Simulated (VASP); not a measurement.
Data:

```
Al2Au
1.0
    0.00000     3.00000     3.00000
    3.00000     0.00000     3.00000
    3.00000     3.00000     0.00000
Al Au
2 1
Direct
  0.25000   0.25000   0.25000
  0.75000   0.75000   0.75000
  0.00000   0.00000   0.00000
```

Computed with MS2 meta-GGA, VASP's PBE PAW potentials (set 64) (plane waves; VASP 6.6.1). Numerical set-up: 520 eV cut-off, 8×8×8 Γ-centred mesh, first-order Methfessel-Paxton smearing of 0.10 eV, potentials Al Au.

Unless said otherwise, spin-orbit coupling is left out, though it shifts the bands of the heavy elements here.

### Question
Estimate the energy per atom (σ→0), band gap (on the k-mesh) with the smallest direct gap where there is one.

### Answer

The band gap (on the k-mesh) is none (metal, semimetal or under 0.01 eV) and the energy per atom (σ→0) comes out as -37.5 kJ/mol of atoms.

The absolute energy has meaning only against runs of the same code, potentials and settings.

The compound is AuAl2 in the fluorite structure. The cell was not relaxed at this level. The start is the result of an earlier pass. The electron count is odd and the run is not spin-polarised, which forces a metal.
